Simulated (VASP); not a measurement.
The system is BaMgSbF.

```
CELL_PARAMETERS angstrom
4.57330 0.00000 0.00000
0.00000 4.57330 0.00000
0.00000 0.00000 9.81840
ATOMIC_POSITIONS crystal
Ba 0.50000 0.00000 0.14046
Ba 0.00000 0.50000 0.85954
Sb 0.50000 0.00000 0.67501
Sb 0.00000 0.50000 0.32499
Mg 0.50000 0.50000 0.50000
Mg 0.00000 0.00000 0.50000
F 0.50000 0.50000 0.00000
F 0.00000 0.00000 0.00000
```

The cell comes from a database or a generator and needn't be the stable form of this composition.

```yaml
Program: VASP 6.6.1
Task: relaxation of cell and atoms
Functional: r2SCAN
Potentials_or_basis: VASP PAW PBE potentials, release 64 (Ba_sv, Sb, Mg, F)
Cutoff: 600 eV
k_mesh: 6 × 6 × 4
Occupations: gaussian, width 0.03 eV
Spin: no spin polarisation
```

At the start: pressure 1.2 GPa; volume 25.67 Å³/atom.

Task: Where does the relaxation end?

Result: Over 6 steps the energy falls by 2.4 meV/atom and the volume is 26.33 Å³/atom (+2.6 %); space group P4/nmm (No. 129, to 0.05 Å).

Step by step:
```
step  energy change (eV)  largest force (eV/Å)  pressure (GPa)  volume (Å³)
   1              0.0000                0.0594            1.22       205.35
   2             -0.0170                0.0870           -0.25       211.21
   3             -0.0180                0.0627            0.02       210.08
   4             -0.0180                0.0646           -0.01       210.17
   5             -0.0185                0.0452           -0.01       210.32
   6             -0.0188                0.0028           -0.02       210.62
```

Final structure:
```
CELL_PARAMETERS angstrom
4.61583 0.00000 0.00000
0.00000 4.61583 0.00000
0.00000 0.00000 9.88545
ATOMIC_POSITIONS crystal
Ba 0.50000 0.00000 0.14005
Ba 0.00000 0.50000 0.85995
Sb 0.50000 0.00000 0.67427
Sb 0.00000 0.50000 0.32573
Mg 0.50000 0.50000 0.50000
Mg 0.00000 0.00000 0.50000
F 0.50000 0.50000 0.00000
F 0.00000 0.00000 0.00000
```

Caveat: the PAW data sets were made with another functional, which shifts forces and pressure a little.
